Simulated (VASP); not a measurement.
# LiNd: structure and properties in VASP

Wanted: the relaxed cell of LiNd and its properties. The steps: relaxing cell and atoms (SCAN + D3(BJ)), second relaxation, single point with fields (SCAN + D3(BJ)), bands along the symmetry lines (SCAN + D3(BJ)), total and projected DOS (SCAN + D3(BJ)) and optical spectrum (SCAN + D3(BJ)). The cell is invented: it takes the structure of COD entry 1523864, NdTl (space group 221 there), with some of its atoms replaced by other elements, volume scaled by an estimate. It may not be a known or stable phase. Left out of this account: at least 7 further runs (self-consistent run: a volume scan without its fit; self-consistent run: a spoilt try).

Main program and level: VASP 6.6.1; SCAN with D3(BJ), spin-polarised from a ferromagnetic start (one magnetic atom a cell); plane waves and PAW (Nd, Li_sv), in the first sound run; inputs show where later runs differ.

The structure was built from a prototype and need not be the compound's stable phase.

## (1) The structure

Before any relaxation, the start is as follows. It takes space group Pm-3m (No. 221, cubic). Conventional cell: a = 3.650 Å, b = 3.650 Å, c = 3.650 Å, α = 90.00°, β = 90.00°, γ = 90.00°. Nearest to Nd lie 8 Li at 3.16 Å. Nearest to Li lie 8 Nd at 3.16 Å. It derives from NdTl. It takes the structure of COD entry 1523864, NdTl (space group 221 there), with some of its atoms replaced by other elements, volume scaled by an estimate. Farther neighbours are not listed.

## (2) Relaxing cell and atoms (SCAN + D3(BJ))

The start need not lie at this functional's minimum. ISIF = 3 frees volume, shape and positions, and EDIFFG sets the threshold on forces and stress at which the search stops. SCAN adds the kinetic-energy density; it is numerically more delicate than r2SCAN. A dispersion term adds the long-range attraction that semilocal functionals lack. D3 with Becke-Johnson damping keeps a finite attraction at short range.

File INCAR:

```
SYSTEM = LiNd
PREC = Accurate
ENCUT = 650
EDIFF = 1E-06
NELM = 100
ISMEAR = 0
SIGMA = 0.05
LREAL = .FALSE.
ALGO = Normal
METAGGA = SCAN
IVDW = 12
LASPH = .TRUE.
NBANDS = 15
ISPIN = 2
MAGMOM = 3 0
LMAXMIX = 6
LORBIT = 11
LWAVE = .FALSE.
LCHARG = .FALSE.
IBRION = 2
NSW = 60
ISIF = 3
EDIFFG = -0.01
```

File POSCAR:

```
LiNd
1.0
    3.6504500000      0.0000000000      0.0000000000
    0.0000000000      3.6504500000      0.0000000000
    0.0000000000      0.0000000000      3.6504500000
Nd Li
1 1
Direct
    0.0000000000      0.0000000000      0.0000000000
    0.5000000000      0.5000000000      0.5000000000
```

File KPOINTS:

```
Automatic mesh
0
Gamma
6 6 6
0 0 0
```

Potentials, in the order of the species: Nd and Li_sv (PBE family, release 64).

Command:

```sh
$ mpirun -np 1 vasp_std
```

The program printed:

```text
[banner, memory and clock lines left out]
running    1 mpi-ranks, on    1 nodes
 distrk:  each k-point on    1 cores,    1 groups
 distr:  one band on    1 cores,    1 groups

 POSCAR found type information on POSCAR NdLi
 POSCAR found :  2 types and       2 ions
|                                                                             |
|               ----> ADVICE to this user running VASP <----                  |
|                                                                             |
|     You enforced a specific xc type in the INCAR file but a different       |
|     [... a line on the potential file left out ...]
|     I HOPE YOU KNOW WHAT YOU ARE DOING!                                     |
|                                                                             |

 LDA part: xc-table for (None), standard interpolation
 POSCAR, INCAR and KPOINTS ok, starting setup
 FFT: planning ... GRIDC
 FFT: planning ... GRID_SOFT
 FFT: planning ... GRID
 WAVECAR not read
 entering main loop
       N       E                     dE             d eps       ncg     rms          rms(c)
DAV:   1     0.102775230580E+03    0.10278E+03   -0.81206E+03  1240   0.316E+03
DAV:   2    -0.361621323501E+02   -0.13894E+03   -0.13181E+03  1931   0.380E+02
DAV:   3    -0.544530073637E+02   -0.18291E+02   -0.17811E+02  2163   0.177E+02
DAV:   4    -0.563960304070E+02   -0.19430E+01   -0.19194E+01  2088   0.332E+01
DAV:   5    -0.568224211194E+02   -0.42639E+00   -0.42560E+00  1784   0.128E+01    0.595E+01
DAV:   6    -0.903553597763E+02   -0.33533E+02   -0.35600E+02  1959   0.193E+02    0.134E+02
DAV:   7    -0.621627326199E+02    0.28193E+02   -0.15525E+01  1589   0.797E+01    0.709E+01
DAV:   8    -0.521737807808E+02    0.99890E+01   -0.14566E+01  1973   0.578E+01    0.527E+01
DAV:   9    -0.471214200059E+02    0.50524E+01   -0.16968E+01  2264   0.456E+01    0.310E+01
DAV:  10    -0.484785528129E+02   -0.13571E+01   -0.66067E+00  2171   0.354E+01    0.420E+01
DAV:  11    -0.479239287937E+02    0.55462E+00   -0.33030E+00  2193   0.230E+01    0.163E+01
DAV:  12    -0.486472190656E+02   -0.72329E+00   -0.16978E+00  1980   0.197E+01    0.106E+01
DAV:  13    -0.490775237024E+02   -0.43030E+00   -0.13433E-01  2236   0.829E+00    0.100E+01
DAV:  14    -0.492384425665E+02   -0.16092E+00   -0.89985E-02  2224   0.616E+00    0.845E+00
DAV:  15    -0.494136268010E+02   -0.17518E+00   -0.15787E-01  2061   0.951E+00    0.854E+00
DAV:  16    -0.494053008234E+02    0.83260E-02   -0.17749E-01  2107   0.126E+01    0.494E+00
DAV:  17    -0.494399095028E+02   -0.34609E-01   -0.64388E-02  1933   0.522E+00    0.500E+00
DAV:  18    -0.494349673670E+02    0.49421E-02   -0.11391E-02  2052   0.112E+00    0.424E+00
DAV:  19    -0.494203955755E+02    0.14572E-01   -0.11531E-01  2003   0.397E+00    0.188E+00
DAV:  20    -0.494234505564E+02   -0.30550E-02   -0.81447E-02  2090   0.305E+00    0.121E+00
DAV:  21    -0.494220462301E+02    0.14043E-02   -0.52521E-03  1676   0.974E-01    0.108E+00
DAV:  22    -0.494277882296E+02   -0.57420E-02   -0.79410E-03  2123   0.827E-01    0.650E-01
DAV:  23    -0.494315406856E+02   -0.37525E-02   -0.21361E-02  1941   0.117E+00    0.127E+00
DAV:  24    -0.494344944927E+02   -0.29538E-02   -0.58869E-03  1703   0.961E-01    0.118E+00
DAV:  25    -0.494428390942E+02   -0.83446E-02   -0.18050E-02  1783   0.251E+00    0.930E-01
DAV:  26    -0.494424037803E+02    0.43531E-03   -0.82475E-03  2157   0.876E-01    0.573E-01
DAV:  27    -0.494425649731E+02   -0.16119E-03   -0.12883E-03  1366   0.323E-01    0.554E-01
DAV:  28    -0.494424969104E+02    0.68063E-04   -0.46298E-04  2073   0.285E-01    0.495E-01
DAV:  29    -0.494425093525E+02   -0.12442E-04   -0.41542E-03  2049   0.805E-01    0.319E-01
DAV:  30    -0.494427351589E+02   -0.22581E-03   -0.14936E-03  1789   0.361E-01    0.478E-01
[...]
DAV:  50    -0.494430517400E+02   -0.11571E-04   -0.25578E-05  1587   0.392E-02    0.526E-02
DAV:  51    -0.494430664312E+02   -0.14691E-04   -0.60343E-05  1646   0.698E-02    0.462E-02
DAV:  52    -0.494430742089E+02   -0.77778E-05   -0.31650E-05  1642   0.445E-02    0.342E-02
DAV:  53    -0.494430884252E+02   -0.14216E-04   -0.71497E-05  1666   0.756E-02    0.210E-02
DAV:  54    -0.494430991047E+02   -0.10679E-04   -0.55978E-05  1682   0.574E-02    0.133E-02
DAV:  55    -0.494431081194E+02   -0.90148E-05   -0.44186E-05  1592   0.473E-02    0.980E-03
DAV:  56    -0.494431173389E+02   -0.92195E-05   -0.25441E-05  1161   0.370E-02    0.117E-02
DAV:  57    -0.494431223161E+02   -0.49771E-05   -0.18492E-05  1196   0.306E-02    0.217E-02
DAV:  58    -0.494431256282E+02   -0.33121E-05   -0.80098E-06   920   0.218E-02    0.250E-02
DAV:  59    -0.494431270573E+02   -0.14292E-05   -0.67592E-06  1033   0.234E-02    0.290E-02
DAV:  60    -0.494431295204E+02   -0.24630E-05   -0.38115E-06   926   0.209E-02    0.311E-02
DAV:  61    -0.494431295551E+02   -0.34778E-07   -0.18242E-06   924   0.159E-02
   1 F= -.49605263E+02 E0= -.49604089E+02  d E =-.496053E+02  mag=     4.2780
 curvature:   0.00 expect dE= 0.000E+00 dE for cont linesearch  0.000E+00
 trial: gam= 0.00000 g(F)=  0.000E+00 g(S)=  0.119E+00 ort = 0.000E+00 (trialstep = 0.100E+01)
 search vector abs. value=  0.119E+00
 bond charge predicted
       N       E                     dE             d eps       ncg     rms          rms(c)
DAV:   1    -0.621241804047E+02   -0.12681E+02   -0.11243E+02  1606   0.170E+02    0.534E+01
DAV:   2    -0.962943196347E+02   -0.34170E+02   -0.79182E+02  2378   0.281E+02    0.174E+02
DAV:   3    -0.696549214111E+02    0.26639E+02   -0.23719E+01  2120   0.520E+01    0.527E+01
DAV:   4    -0.487746813035E+02    0.20880E+02   -0.22141E+01  2121   0.429E+01    0.297E+01
DAV:   5    -0.526861446702E+02   -0.39115E+01   -0.48667E+00  2223   0.349E+01    0.474E+01
DAV:   6    -0.492426914266E+02    0.34435E+01   -0.27908E+01  2166   0.513E+01    0.296E+01
DAV:   7    -0.487096358410E+02    0.53306E+00   -0.31563E+00  2104   0.198E+01    0.216E+01
DAV:   8    -0.486602716636E+02    0.49364E-01   -0.15805E+00  2116   0.117E+01    0.199E+01
DAV:   9    -0.489833681473E+02   -0.32310E+00   -0.97869E-01  1974   0.750E+00    0.171E+01
DAV:  10    -0.493942929828E+02   -0.41092E+00   -0.73271E-01  2089   0.138E+01    0.104E+01
DAV:  11    -0.495262044055E+02   -0.13191E+00   -0.53920E-01  1987   0.705E+00    0.591E+00
DAV:  12    -0.495532268011E+02   -0.27022E-01   -0.11245E-01  1771   0.338E+00    0.530E+00
DAV:  13    -0.495027524329E+02    0.50474E-01   -0.50763E-02  2093   0.265E+00    0.644E+00
DAV:  14    -0.495154216606E+02   -0.12669E-01   -0.28977E-02  2115   0.363E+00    0.592E+00
DAV:  15    -0.495310573039E+02   -0.15636E-01   -0.33324E-02  2003   0.479E+00    0.198E+00
DAV:  16    -0.495297625159E+02    0.12948E-02   -0.18966E-02  2030   0.151E+00    0.114E+00
DAV:  17    -0.495306300992E+02   -0.86758E-03   -0.22781E-03  1952   0.566E-01    0.930E-01
DAV:  18    -0.495325448175E+02   -0.19147E-02   -0.22656E-03  2001   0.654E-01    0.912E-01
DAV:  19    -0.495330406511E+02   -0.49583E-03   -0.23622E-03  1650   0.524E-01    0.639E-01
DAV:  20    -0.495324029123E+02    0.63774E-03   -0.25855E-03  1979   0.542E-01    0.429E-01
DAV:  21    -0.495324062712E+02   -0.33589E-05   -0.36830E-04  1634   0.180E-01    0.381E-01
DAV:  22    -0.495326633344E+02   -0.25706E-03   -0.11642E-03  1658   0.331E-01    0.263E-01
DAV:  23    -0.495329732587E+02   -0.30992E-03   -0.33221E-03  1829   0.516E-01    0.134E-01
DAV:  24    -0.495330498029E+02   -0.76544E-04   -0.61780E-04  1838   0.200E-01    0.194E-01
DAV:  25    -0.495330697924E+02   -0.19990E-04   -0.10985E-04  1700   0.936E-02    0.196E-01
DAV:  26    -0.495330919398E+02   -0.22147E-04   -0.45066E-05  1642   0.509E-02    0.192E-01
DAV:  27    -0.495331008599E+02   -0.89201E-05   -0.19047E-05  1549   0.375E-02    0.182E-01
DAV:  28    -0.495331639015E+02   -0.63042E-04   -0.21151E-04  1807   0.162E-01    0.383E-02
DAV:  29    -0.495331887536E+02   -0.24852E-04   -0.16292E-04  1660   0.115E-01    0.598E-02
DAV:  30    -0.495331907079E+02   -0.19543E-05   -0.44332E-05  1724   0.519E-02    0.982E-03
DAV:  31    -0.495332013170E+02   -0.10609E-04   -0.42334E-05  1540   0.605E-02    0.230E-02
DAV:  32    -0.495332047064E+02   -0.33895E-05   -0.16610E-05  1872   0.389E-02    0.121E-02
DAV:  33    -0.495332049856E+02   -0.27916E-06   -0.50010E-06  1440   0.240E-02
   2 F= -.49680816E+02 E0= -.49677863E+02  d E =-.755526E-01  mag=     4.4108
[...]
3 F= -.49696405E+02 E0= -.49693211E+02  d E =-.911418E-01  mag=     4.3922
 curvature:  -0.84 expect dE=-0.355E-04 dE for cont linesearch -0.355E-04
 ZBRENT: extrapolating
 opt :   1.7041  next Energy=   -49.696442 (dE=-0.912E-01)
 bond charge predicted
       N       E                     dE             d eps       ncg     rms          rms(c)
DAV:   1    -0.495678034394E+02   -0.10208E-01   -0.10203E-01  1653   0.482E+00    0.151E+00
DAV:   2    -0.496001775523E+02   -0.32374E-01   -0.55514E-01  1994   0.977E+00    0.334E+00
DAV:   3    -0.495763428068E+02    0.23835E-01   -0.15263E-01  1974   0.608E+00    0.145E+00
DAV:   4    -0.495576202287E+02    0.18723E-01   -0.64035E-02  1895   0.278E+00    0.241E-01
DAV:   5    -0.495580583844E+02   -0.43816E-03   -0.12989E-02  1833   0.129E+00    0.266E-01
DAV:   6    -0.495582119171E+02   -0.15353E-03   -0.38273E-03  1342   0.519E-01    0.182E-01
DAV:   7    -0.495580619407E+02    0.14998E-03   -0.17602E-03  1567   0.347E-01    0.156E-01
DAV:   8    -0.495580405913E+02    0.21349E-04   -0.11528E-03  1584   0.296E-01    0.899E-02
DAV:   9    -0.495580400000E+02    0.59136E-06   -0.49292E-04  1456   0.170E-01    0.966E-02
DAV:  10    -0.495580352812E+02    0.47188E-05   -0.15441E-04  1911   0.150E-01    0.946E-02
DAV:  11    -0.495580610283E+02   -0.25747E-04   -0.94524E-05  1706   0.983E-02    0.647E-02
DAV:  12    -0.495580569050E+02    0.41233E-05   -0.29464E-05  1844   0.618E-02    0.571E-02
DAV:  13    -0.495580617964E+02   -0.48915E-05   -0.11243E-05  1474   0.336E-02    0.464E-02
DAV:  14    -0.495580566067E+02    0.51897E-05   -0.43243E-06  1391   0.213E-02    0.453E-02
DAV:  15    -0.495580543457E+02    0.22610E-05   -0.16646E-06  1105   0.173E-02    0.420E-02
DAV:  16    -0.495580532318E+02    0.11139E-05   -0.40093E-07   796   0.129E-02    0.402E-02
DAV:  17    -0.495580521589E+02    0.10730E-05   -0.25204E-07   670   0.108E-02    0.391E-02
DAV:  18    -0.495580502156E+02    0.19433E-05   -0.89640E-07   790   0.151E-02    0.350E-02
DAV:  19    -0.495580464365E+02    0.37791E-05   -0.43896E-06  1639   0.220E-02    0.285E-02
DAV:  20    -0.495580445715E+02    0.18650E-05   -0.94226E-07   982   0.117E-02    0.202E-02
DAV:  21    -0.495580437904E+02    0.78111E-06   -0.57473E-07   684   0.137E-02
   4 F= -.49696434E+02 E0= -.49693208E+02  d E =-.911705E-01  mag=     4.3915
 curvature:  -0.88 expect dE=-0.136E-04 dE for cont linesearch -0.136E-04
 trial: gam= 0.00000 g(F)=  0.116E-69 g(S)=  0.155E-04 ort =-0.136E-02 (trialstep = 0.114E+01)
 search vector abs. value=  0.155E-04
 reached required accuracy - stopping structural energy minimisation
```

It took 10 min on 1 MPI rank of Intel Xeon 6975P-C (Granite Rapids), shared host; peak memory 0.25 GiB.

Lines that name or quote the potential files are left out of all logs, and their timing lines are given in words.

Parts of OUTCAR (step 2):

```text
ion  position               nearest neighbor table
   1  0.000  0.000  0.000-
   2  0.500  0.500  0.500-

  LATTYP: Found a simple cubic cell.
 ALAT       =     3.6504500000

 Subroutine GETGRP returns: Found 48 space group operations
 (whereof 48 operations were pure point group operations)

The static configuration has the point symmetry O_h .

 Found     20 irreducible k-points:

   k-points           NKPTS =     20   k-points in BZ     NKDIM =     20   number of bands    NBANDS=     15

   dimension x,y,z NGX =    30 NGY =   30 NGZ =   30
   dimension x,y,z NGXF=    60 NGYF=   60 NGZF=   60

   ENCUT  =  650.0 eV  47.77 Ry    6.91 a.u.   7.59  7.59  7.59*2*pi/ulx,y,z

   NELECT =      17.0000    total number of electrons

 k-points in reciprocal lattice and weights: Automatic mesh
   0.00000000  0.00000000  0.00000000       0.005
   0.16666667  0.00000000  0.00000000       0.028
   0.33333333  0.00000000  0.00000000       0.028
   0.50000000  0.00000000  0.00000000       0.014
   0.16666667  0.16666667  0.00000000       0.056
   0.33333333  0.16666667  0.00000000       0.111
   0.50000000  0.16666667  0.00000000       0.056
   0.33333333  0.33333333  0.00000000       0.056
   0.50000000  0.33333333  0.00000000       0.056
[...]
0.50000000  0.50000000  0.33333333       0.028
   0.50000000  0.50000000  0.50000000       0.005

 Edisp (eV)   -0.13881

 average (electrostatic) potential at core
       1 -65.3430       2 -66.4623

 E-fermi :   3.0852

 spin component 1
 k-point     1 :       0.0000    0.0000    0.0000
  band No.  band energies     occupation
    ...
      7       0.5668      1.00000
      8       0.5820      1.00000
      9       0.5820      1.00000
     10       2.2254      1.00000
     11       2.2378      1.00000
     12       3.2194      0.00007
     13       3.2571      0.00000
     14       3.2571      0.00000
     15       4.4714      0.00000

 k-point     2 :       0.1667    0.0000    0.0000
  band No.  band energies     occupation
    ...
      7       0.5661      1.00000
      8       0.5772      1.00000
      9       0.5924      1.00000
     10       2.3571      1.00000
     11       2.4529      1.00000
     12       3.2150      0.00012
     13       3.2354      0.00001
     14       3.2729      0.00000
     15       4.4597      0.00000

 k-point     3 :       0.3333    0.0000    0.0000
  band No.  band energies     occupation
    ...
      7       0.5384      1.00000
      8       0.6000      1.00000
      9       0.6154      1.00000
     10       2.6349      1.00000
     11       2.7047      1.00000
     12       3.1204      0.15959
     13       3.2847      0.00000
     14       3.3221      0.00000
     15       4.4372      0.00000

 k-point     4 :       0.5000    0.0000    0.0000
  band No.  band energies     occupation
    ...
      7       0.5262      1.00000
      8       0.6127      1.00000
      9       0.6281      1.00000
     10       2.5342      1.00000
     11       2.7874      1.00000
     12       3.1631      0.01373
     13       3.3282      0.00000
     14       3.3663      0.00000
     15       4.4265      0.00000

 k-point     5 :       0.1667    0.1667    0.0000
  band No.  band energies     occupation
    ...
      7       0.5696      1.00000
      8       0.5833      1.00000
      9       0.5879      1.00000
     10       2.5125      1.00000
     11       2.6379      1.00000
     12       3.1837      0.00266
     13       3.2516      0.00000
     14       3.2807      0.00000
     15       4.4394      0.00000

 k-point     6 :       0.3333    0.1667    0.0000
  band No.  band energies     occupation
    ...
      7       0.5471      1.00000
      8       0.6111      1.00000
      9       0.6114      1.00000
     10       2.5942      1.00000
     11       2.8816      1.00000
     12       3.1198      0.16371
     13       3.2992      0.00000
     14       3.3732      0.00000
     15       4.3935      0.00000

 Edisp (eV)   -0.13839

  Total      -0.01462    -0.01462    -0.01462    -0.00000    -0.00000     0.00000
  in kB      -0.41280    -0.41280    -0.41280    -0.00000    -0.00000     0.00000
  external pressure =       -0.41 kB  Pullay stress =        0.00 kB

  energy-cutoff  :      650.00
  volume of cell :       56.75
      direct lattice vectors                 reciprocal lattice vectors
     3.842851804 -0.000000000  0.000000000     0.260223410  0.000000000  0.000000000
     0.000000000  3.842851804 -0.000000000     0.000000000  0.260223410  0.000000000
    -0.000000000 -0.000000000  3.842851804    -0.000000000  0.000000000  0.260223410

 POSITION                                       TOTAL-FORCE (eV/Angst)
 -----------------------------------------------------------------------------------
      0.00000      0.00000      0.00000        -0.000000     -0.000000      0.000000
      1.92143      1.92143      1.92143         0.000000      0.000000      0.000000
 -----------------------------------------------------------------------------------
    total drift:                                0.000000      0.000000      0.000000

  FREE ENERGIE OF THE ION-ELECTRON SYSTEM (eV)
  ---------------------------------------------------
  free  energy   TOTEN  =       -49.6964335882 eV

  energy  without entropy=      -49.6899818733  energy(sigma->0) =      -49.69320773

 reached required accuracy - stopping structural energy minimisation

 total charge
# of ion       s       p       d       f       tot
--------------------------------------------------
    1        2.014   5.240   0.579   3.108  10.941
    2        2.046   0.018   0.000   0.000   2.064
--------------------------------------------------
tot          4.060   5.258   0.579   3.108  13.005

 magnetization (x)
# of ion       s       p       d       f       tot
--------------------------------------------------
    1        0.004  -0.277   0.342   3.095   3.164
    2       -0.000   0.004   0.000   0.000   0.004
--------------------------------------------------
tot          0.004  -0.274   0.342   3.095   3.167

[... 6 further parts left out ...]
```

CONTCAR:

```
LiNd
   1.00000000000000
     3.8428518043717448   -0.0000000000000000    0.0000000000000000
     0.0000000000000000    3.8428518043717448   -0.0000000000000000
    -0.0000000000000000   -0.0000000000000000    3.8428518043717448
  Nd              Li
     1     1
Direct
     0.0000000000000000    0.0000000000000000    0.0000000000000000
     0.5000000000000000    0.5000000000000000    0.5000000000000000
```

The cell holds one magnetic atom, so no antiferromagnetic order fits into it. The k-mesh is coarse for a metal. Without U or exact exchange f electrons of an open shell on Nd come out too delocalised, which can shrink the cell and pin f bands at the Fermi level. SCAN-type functionals tend to overstate the moments of itinerant magnets. The PAW data sets were made with PBE, which is usual practice but a small mismatch for other functionals. After so large a change of volume the plane waves of the start cell no longer fit, so the final stress carries a basis-set error. Dispersion corrections of this kind ignore metallic screening and tend to overbind metals. The run keeps the 48 symmetry operations of its start, so it cannot find a distortion of lower symmetry.

(Continued in part 2 of 5.)

[Lines on the potential files, build, host, timing and source positions are cut from VASP's logs without a mark.]

[Logs are printed without paths, hosts, clocks, repeated set-up lines and the standing remarks that a program may print on its own settings, such as how far it seeks lower states.]

[Hosts, paths, dates, database ids (printed as entryN), source tags and the programs' standing remarks are cut or masked in the printed files.]

[A measured line is paired with the nearest computed mode of its activity, which favours agreement.]

[In band tables of VASP the shares of atoms and orbitals are scaled to a sum of 1 inside the atoms' spheres.]
